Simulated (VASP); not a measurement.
Data:

```
RhGe
1.0
    3.01848     0.00000     0.00000
   -1.50924     2.61408     0.00000
    0.00000     0.00000     3.66687
Rh Ge
1 1
Direct
  0.00000   0.00000   0.00000
  0.66667   0.33333   0.50000
```

The numbers are results of PBEsol GGA, VASP's PBE PAW potentials (set 64) (plane waves; VASP), not measurements. Run with 400 eV cut-off, Gaussian smearing of 0.050 eV, potentials Rh_pv Ge_d.

**Question.** Give the energies of bands 10 to 17 at the high-symmetry points, in eV from the Fermi level.

**Answer.** 
```
band      Γ      M      K      A      L      H
----  -----  -----  -----  -----  -----  -----
10    -4.77  -6.74  -5.95  -7.52  -5.34  -6.03
11    -2.98  -4.88  -4.71  -2.75  -5.16  -4.61
12    -2.98  -4.22  -4.47  -2.68  -3.44  -2.94
13    -1.85  -2.25  -3.27  -2.68  -2.07  -2.80
14    -1.85  -0.53  -0.90  -2.35  -1.28  -1.86
15    -1.47   0.76  -0.83  -2.35  -0.47   1.15
16     5.74   2.59   0.51   7.21   1.34   2.43
17     7.38   4.77   6.99   7.21   3.88   2.61
```

It has no gap at this level: it comes out as a metal or semimetal.

The structure was generated: GeRh was put into the WC type (P-6m2), which need not be its known phase. It was relaxed first, which changed the volume by -12 %. The electron count is odd and the run is not spin-polarised, which forces a metal.
